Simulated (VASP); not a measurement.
AlN (relaxed from the wurtzite structure, space group P6_3mc) relaxed at rising pressure, in one space group throughout; other phases were not tried. The pressures are those reached. Calculation: PBEsol GGA, VASP's PBE PAW potentials (set 64) (plane waves; VASP 6.6.1).

| P (GPa) | V (Å³/atom) | k-mesh |
|---|---|---|
| -0.07 | 10.453 | 8×8×5 |
| 5.12 | 10.203 | 8×8×5 |
| 10.03 | 9.988 | 8×8×5 |
| 19.96 | 9.608 | 8×8×5 |
| 29.94 | 9.285 | 8×8×5 |

A change of mesh leaves a small step in the series.

Problem. Fit an equation of state and predict the volume at 44.89 GPa.

Solution. Least squares on the third-order Birch-Murnaghan form, P = (3B0/2)(y⁷ − y⁵)[1 + (3/4)(B′ − 4)(y² − 1)] with y = (V0/V)^(1/3), gives V0 = 10.450 Å³/atom, B0 = 204 GPa and B′ = 3.7, and so 8.876 Å³/atom. The run gave 8.876 Å³/atom, +0.0 % from the fit.

Pressures at which the relaxation failed are left out.

The structure was generated: AlN was put into the wurtzite type (P6_3mc), which need not be its known phase.
